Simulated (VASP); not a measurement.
All values below come from LDA (Ceperley-Alder, Perdew-Zunger), VASP's LDA PAW potentials (set 64) (plane waves; VASP).

Input for VASP

INCAR:
```
SYSTEM = Pd
PREC = Accurate; ENCUT = 530; LREAL = .FALSE.
LASPH = .TRUE.
EDIFF = 1E-7; NELM = 100; ALGO = Normal
LMAXMIX = 4
ISMEAR = 1; SIGMA = 0.1
IBRION = 6; NSW = 1; ISIF = 3
POTIM = 0.015; NFREE = 2
LWAVE = .FALSE.; LCHARG = .FALSE.
```

KPOINTS:
```
Automatic mesh
0
Gamma
15 15 15
0 0 0
```

**POSCAR**
```
Pd
1
   -0.0000000000     1.9184628888     1.9184628888
    1.9184628888     0.0000000000     1.9184628888
    1.9184628888     1.9184628888    -0.0000000000
Pd
1
Direct
  0.0000000000   0.0000000000   0.0000000000
```

POTCAR, in this order: Pd (LDA.64 set). Program: vasp_std.

The run wrote:

File OSZICAR:
```
...
DAV:   6    -0.649900605001E+01   -0.92988E-05   -0.17438E-06  5756   0.112E-02    0.411E-03
DAV:   7    -0.649901232760E+01   -0.62776E-05   -0.16164E-07  3647   0.381E-03    0.338E-04
DAV:   8    -0.649901230626E+01    0.21336E-07   -0.77691E-09  2716   0.908E-04
   6 F= -.64990123E+01 E0= -.64992045E+01  d E =0.576730E-03
       N       E                     dE             d eps       ncg     rms          rms(c)
DAV:   1    -0.662948329007E+01   -0.13047E+00   -0.31001E+00  5340   0.193E+01    0.258E+00
DAV:   2    -0.650502389155E+01    0.12446E+00   -0.53586E-01  5296   0.701E+00    0.668E-01
DAV:   3    -0.649904022303E+01    0.59837E-02   -0.95094E-03  6072   0.828E-01    0.347E-01
DAV:   4    -0.649781210470E+01    0.12281E-02   -0.34409E-03  5981   0.477E-01    0.880E-02
DAV:   5    -0.649783383926E+01   -0.21735E-04   -0.10629E-04  7074   0.112E-01    0.206E-02
DAV:   6    -0.649783732731E+01   -0.34880E-05   -0.36074E-06  6243   0.181E-02    0.669E-03
DAV:   7    -0.649783727620E+01    0.51116E-07   -0.87672E-08  5359   0.315E-03
   7 F= -.64978373E+01 E0= -.64980734E+01  d E =0.708391E-03
       N       E                     dE             d eps       ncg     rms          rms(c)
DAV:   1    -0.654157206908E+01   -0.43735E-01   -0.13621E+00 16973   0.122E+01    0.133E+00
DAV:   2    -0.650357055006E+01    0.38002E-01   -0.14897E-01 16923   0.376E+00    0.430E-01
DAV:   3    -0.650092301967E+01    0.26475E-02   -0.40416E-03 19270   0.538E-01    0.220E-01
DAV:   4    -0.650040618660E+01    0.51683E-03   -0.11618E-03 19148   0.273E-01    0.598E-02
DAV:   5    -0.650040543597E+01    0.75063E-06   -0.51961E-05 21554   0.702E-02    0.121E-02
DAV:   6    -0.650040576158E+01   -0.32562E-06   -0.22860E-06 18631   0.159E-02    0.338E-03
DAV:   7    -0.650040576708E+01   -0.54946E-08   -0.24456E-07 10573   0.448E-03
   8 F= -.65004058E+01 E0= -.65006800E+01  d E =0.822751E-03
       N       E                     dE             d eps       ncg     rms          rms(c)
DAV:   1    -0.652876143959E+01   -0.28356E-01   -0.83857E-01 16835   0.814E+00    0.953E-01
DAV:   2    -0.650591796352E+01    0.22843E-01   -0.24251E-02 17242   0.148E+00    0.379E-01
DAV:   3    -0.650061180397E+01    0.53062E-02   -0.11934E-02 18355   0.837E-01    0.132E-01
DAV:   4    -0.650040980415E+01    0.20200E-03   -0.48969E-04 19112   0.275E-01    0.240E-02
DAV:   5    -0.650040551614E+01    0.42880E-05   -0.19906E-05 19468   0.318E-02    0.131E-02
DAV:   6    -0.650040582554E+01   -0.30939E-06   -0.71400E-07 17498   0.899E-03    0.878E-04
DAV:   7    -0.650040581934E+01    0.61964E-08   -0.23156E-08  8984   0.151E-03
   9 F= -.65004058E+01 E0= -.65006801E+01  d E =0.822732E-03
       N       E                     dE             d eps       ncg     rms          rms(c)
DAV:   1    -0.647678074421E+01    0.23625E-01   -0.77218E-01 16888   0.779E+00    0.567E-01
DAV:   2    -0.648060949064E+01   -0.38287E-02   -0.97350E-03 17630   0.972E-01    0.263E-01
DAV:   3    -0.649267690407E+01   -0.12067E-01   -0.66171E-03 18224   0.621E-01    0.100E-01
DAV:   4    -0.649906396016E+01   -0.63871E-02   -0.79622E-04 19448   0.254E-01    0.293E-02
DAV:   5    -0.650023413852E+01   -0.11702E-02   -0.27546E-05 20685   0.476E-02    0.144E-02
DAV:   6    -0.650040965187E+01   -0.17551E-03   -0.17012E-06 18344   0.120E-02    0.128E-03
DAV:   7    -0.650040719091E+01    0.24610E-05   -0.37333E-08  9123   0.223E-03    0.560E-04
DAV:   8    -0.650040605928E+01    0.11316E-05   -0.27262E-09  8518   0.556E-04    0.704E-05
DAV:   9    -0.650040593756E+01    0.12172E-06   -0.46403E-10  8403   0.207E-04    0.340E-05
DAV:  10    -0.650040580368E+01    0.13387E-06   -0.11330E-10  8346   0.963E-05    0.982E-06
DAV:  11    -0.650040576542E+01    0.38262E-07   -0.28665E-11  8316   0.467E-05
  10 F= -.65004058E+01 E0= -.65006800E+01  d E =0.822737E-03
       N       E                     dE             d eps       ncg     rms          rms(c)
DAV:   1    -0.652875263312E+01   -0.28347E-01   -0.85529E-01 16840   0.821E+00    0.953E-01
DAV:   2    -0.650591874002E+01    0.22834E-01   -0.24319E-02 17296   0.149E+00    0.379E-01
DAV:   3    -0.650061166054E+01    0.53071E-02   -0.11919E-02 18321   0.838E-01    0.132E-01
DAV:   4    -0.650040954022E+01    0.20212E-03   -0.49766E-04 19278   0.277E-01    0.234E-02
DAV:   5    -0.650040555487E+01    0.39854E-05   -0.20363E-05 19345   0.323E-02    0.132E-02
DAV:   6    -0.650040584742E+01   -0.29255E-06   -0.76461E-07 17697   0.954E-03    0.112E-03
DAV:   7    -0.650040583936E+01    0.80582E-08   -0.23184E-08  9115   0.150E-03
  11 F= -.65004058E+01 E0= -.65006801E+01  d E =0.822731E-03
       N       E                     dE             d eps       ncg     rms          rms(c)
DAV:   1    -0.651668268007E+01   -0.16277E-01   -0.73368E-01 16958   0.755E+00    0.587E-01
DAV:   2    -0.650589149536E+01    0.10791E-01   -0.93076E-03 17605   0.976E-01    0.266E-01
DAV:   3    -0.650120710168E+01    0.46844E-02   -0.63073E-03 18030   0.626E-01    0.108E-01
DAV:   4    -0.650045010863E+01    0.75699E-03   -0.10031E-03 19178   0.284E-01    0.261E-02
DAV:   5    -0.650040979229E+01    0.40316E-04   -0.26558E-05 19970   0.530E-02    0.146E-02
DAV:   6    -0.650040373835E+01    0.60539E-05   -0.18959E-06 18136   0.120E-02    0.978E-04
DAV:   7    -0.650040500734E+01   -0.12690E-05   -0.27775E-08  9458   0.207E-03    0.431E-04
DAV:   8    -0.650040566018E+01   -0.65284E-06   -0.24726E-09  8469   0.474E-04    0.456E-05
DAV:   9    -0.650040573830E+01   -0.78125E-07   -0.43214E-10  8362   0.175E-04
  12 F= -.65004057E+01 E0= -.65006800E+01  d E =0.822738E-03
       N       E                     dE             d eps       ncg     rms          rms(c)
DAV:   1    -0.652875701326E+01   -0.28351E-01   -0.85620E-01 17061   0.822E+00    0.955E-01
DAV:   2    -0.650591509048E+01    0.22842E-01   -0.24377E-02 17390   0.148E+00    0.378E-01
DAV:   3    -0.650061180409E+01    0.53033E-02   -0.11926E-02 18344   0.837E-01    0.133E-01
DAV:   4    -0.650040948415E+01    0.20232E-03   -0.49684E-04 19226   0.277E-01    0.238E-02
DAV:   5    -0.650040554215E+01    0.39420E-05   -0.19932E-05 19241   0.319E-02    0.133E-02
DAV:   6    -0.650040584579E+01   -0.30364E-06   -0.74173E-07 17678   0.927E-03    0.895E-04
DAV:   7    -0.650040583914E+01    0.66548E-08   -0.22440E-08  9080   0.149E-03
  13 F= -.65004058E+01 E0= -.65006801E+01  d E =0.822731E-03
       N       E                     dE             d eps       ncg     rms          rms(c)
DAV:   1    -0.647867868052E+01    0.21727E-01   -0.16268E+00  2167   0.104E+01    0.297E-01
DAV:   2    -0.648603906911E+01   -0.73604E-02   -0.16114E-02  2399   0.143E+00    0.185E-01
DAV:   3    -0.650101065445E+01   -0.14972E-01   -0.85190E-03  2420   0.635E-01    0.317E-02
DAV:   4    -0.650117210588E+01   -0.16145E-03   -0.13700E-04  2724   0.150E-01    0.888E-03
DAV:   5    -0.650120894163E+01   -0.36836E-04   -0.10940E-06  2532   0.873E-03    0.106E-03
DAV:   6    -0.650120963357E+01   -0.69194E-06   -0.21146E-08  1748   0.131E-03    0.546E-04
DAV:   7    -0.650120995230E+01   -0.31873E-06   -0.13947E-09  1156   0.323E-04    0.427E-05
DAV:   8    -0.650120995317E+01   -0.87402E-09   -0.26187E-10  1127   0.105E-04
  14 F= -.65012100E+01 E0= -.65014828E+01  d E =0.818527E-03
       N       E                     dE             d eps       ncg     rms          rms(c)
DAV:   1    -0.649815770460E+01    0.30522E-02   -0.49249E+00  2160   0.169E+01    0.114E-01
DAV:   2    -0.650153973634E+01   -0.33820E-02   -0.35737E-02  2240   0.218E+00    0.712E-02
DAV:   3    -0.650121057852E+01    0.32916E-03   -0.11746E-03  2531   0.301E-01    0.498E-03
DAV:   4    -0.650121006356E+01    0.51496E-06   -0.10800E-05  2590   0.343E-02    0.231E-03
DAV:   5    -0.650120998833E+01    0.75230E-07   -0.16254E-07  2539   0.379E-03
  15 F= -.65012100E+01 E0= -.65014828E+01  d E =0.818505E-03
```

OUTCAR:
```
------------------------ aborting loop because EDIFF is reached ----------------------------------------
  FORCE on cell =-STRESS in cart. coord.  units (eV):
  Direction    XX          YY          ZZ          XY          YZ          ZX
  --------------------------------------------------------------------------------------
  Total        0.0345260      0.0345260      0.0345260      0.0000000      0.0000000     -0.0000000
  in kB        3.9171220      3.9171220      3.9171220      0.0000000      0.0000000     -0.0000000
  external PRESSURE =       3.9171220 kB  Pullay stress =       0.0000000 kB
  volume of cell :       14.12
      direct lattice vectors                 reciprocal lattice vectors
     0.000000000  1.918462889  1.918462889    -0.260625318  0.260625318  0.260625318
     1.918462889  0.000000000  1.918462889     0.260625318 -0.260625318  0.260625318
     1.918462889  1.918462889  0.000000000     0.260625318  0.260625318 -0.260625318
 POSITION                                       TOTAL-FORCE (eV/Angst)
 -----------------------------------------------------------------------------------
     -0.01500      0.00000      0.00000         0.000000     -0.000000      0.000000
 -----------------------------------------------------------------------------------
    total drift:                               -0.001798      0.000000      0.000000
  FREE ENERGIE OF THE ION-ELECTRON SYSTEM (eV)
  ---------------------------------------------------
  free  energy   TOTEN  =        -6.5012099883 eV

  energy  without entropy=       -6.5020284935  energy(sigma->0) =       -6.50148282

   1 f  =    0.000000 THz     0.000000 2PiTHz    0.000000 cm-1     0.000000 meV
             X         Y         Z           dx          dy          dz
      0.000000  0.000000  0.000000     0.707107   -0.707107    0.000000

   2 f  =    0.000000 THz     0.000000 2PiTHz    0.000000 cm-1     0.000000 meV
             X         Y         Z           dx          dy          dz
      0.000000  0.000000  0.000000    -0.707107   -0.707107    0.000000

   3 f  =    0.000000 THz     0.000000 2PiTHz    0.000000 cm-1     0.000000 meV
             X         Y         Z           dx          dy          dz
      0.000000  0.000000  0.000000     0.000000    0.000000    1.000000

 ELASTIC MODULI CONTR FROM IONIC RELAXATION (kBar)
 Direction    XX          YY          ZZ          XY          YZ          ZX
 --------------------------------------------------------------------------------
 XX           0.0000      0.0000      0.0000      0.0000      0.0000      0.0000
 YY           0.0000      0.0000      0.0000      0.0000      0.0000      0.0000
 ZZ           0.0000      0.0000      0.0000      0.0000      0.0000      0.0000
 XY           0.0000      0.0000      0.0000      0.0000      0.0000      0.0000
 YZ           0.0000      0.0000      0.0000      0.0000      0.0000      0.0000
 ZX           0.0000      0.0000      0.0000      0.0000      0.0000      0.0000
 --------------------------------------------------------------------------------

 TOTAL ELASTIC MODULI (kBar)
 Direction    XX          YY          ZZ          XY          YZ          ZX
 --------------------------------------------------------------------------------
 XX        2798.7850   2043.4549   2043.4549      0.0000      0.0000     -0.0000
 YY        2043.4549   2798.7850   2043.4549      0.0000      0.0000      0.0000
 ZZ        2043.4549   2043.4549   2798.7850      0.0000      0.0000     -0.0000
 XY           0.0000      0.0000      0.0000    819.3510      0.0000      0.0000
 YZ           0.0000      0.0000      0.0000      0.0000    819.3510      0.0000
 ZX          -0.0000      0.0000     -0.0000      0.0000      0.0000    819.3510
 --------------------------------------------------------------------------------
```
(Selected blocks of OUTCAR.)

Finite-difference elastic constants of metals are sensitive to mesh and smearing; shear constants can be off by tens of GPa.

The structure comes from a computed database's Pd entry (Fm-3m); how it stands against other phases isn't given here. It was relaxed first, which changed the volume by -6 %.
